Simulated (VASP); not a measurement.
Input:

```yaml
crystal:
  lattice:
    - [0.00000, 2.90045, 2.90045]
    - [2.90045, 0.00000, 2.90045]
    - [2.90045, 2.90045, 0.00000]
  atoms:
    - { symbol: Ca, position: [0.00000, 0.00000, 0.00000] }
    - { symbol: Se, position: [0.50000, 0.50000, 0.50000] }
```

Level of theory: LDA (Ceperley-Alder, Perdew-Zunger), VASP's LDA PAW potentials (set 64) (plane waves; VASP). Run with 520 eV cut-off, Gaussian smearing of 0.050 eV, potentials Ca_sv Se.

What does the run give for the band gap (along the path) with the smallest direct gap where there is one?

```yaml
band gap (along the path): 1.71 eV
smallest direct gap (along the path): 2.71 eV
```

The compound is CaSe in the rock salt structure. It was relaxed first, which changed the volume by -6 %.
